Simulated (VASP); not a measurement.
Here is the system:

```xyz
8
Lattice="-2.7051 2.7051 5.4112 2.7051 -2.7051 5.4112 2.7051 2.7051 -5.4112" Properties=species:S:1:pos:R:3 pbc="T T T"
Zn     0.0000     2.7051     2.7056
Cu     0.0000     0.0000     0.0000
Cu     2.7051     0.0000     2.7056
Sn     0.0000     0.0000     5.4112
S      1.3106     1.2732     1.3960
S      1.2732     4.0996    -1.3960
S      1.3945     1.4319     6.8072
S      1.4319    -1.3945     4.0152
```

Method: PBE GGA, VASP's PBE PAW potentials (set 64) (plane waves; VASP 6.6.1). Settings: 300 eV cut-off, 5×5×5 Γ-centred mesh, Fermi-Dirac smearing of 0.050 eV, potentials Zn Cu Sn_d S.

At this cut-off the stress carries a Pulay error, which pulls relaxed volumes low. Unless said otherwise, spin-orbit coupling is left out, though it shifts the bands of the heavy elements here.

**Question.** What does the run give for the energy per atom (σ→0), pressure, largest force, band gap (on the k-mesh) with the smallest direct gap where there is one?

**Answer.** 
The band gap (on the k-mesh) comes out as 0.21 eV and the smallest direct gap (on the k-mesh) comes out as 0.21 eV. The energy per atom (σ→0) is -4.067 eV/atom. The pressure is 1.87 GPa and the largest force is 0.131 eV/Å.

The absolute energy has meaning only against runs of the same code, potentials and settings.

The structure comes from a computed database's ZnCu2SnS4 entry, a phase known from measurement. The cell was not relaxed at this level.
